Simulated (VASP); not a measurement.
Energy against volume of Ge (diamond). Calculation: r2SCAN+rVV10, VASP's PBE PAW potentials (set 64) (plane waves; VASP 6.6.1). Run with 520 eV cut-off, 8×8×8 Γ-centred mesh, Gaussian smearing of 0.050 eV, potentials Ge_d.

```
V (Å³/atom)  E (eV/atom)
-----------  -----------
21.215         -13.43061
21.892         -13.44752
22.569         -13.45303
23.246         -13.44899
```

**Question.** Fit these four points and predict the energy of the run at 23.923 Å³/atom.

**Answer.** A cubic in V^(−2/3), the third-order Birch-Murnaghan form, passes through the four points with V0 = 22.60 Å³/atom and B0 = 75 GPa, and gives -13.4369 eV/atom there. The run gave -13.4372 eV/atom, -0.3 meV/atom from the fit; all five points give B0 = 74 GPa.

The compound is Ge in the diamond structure. It was relaxed first.
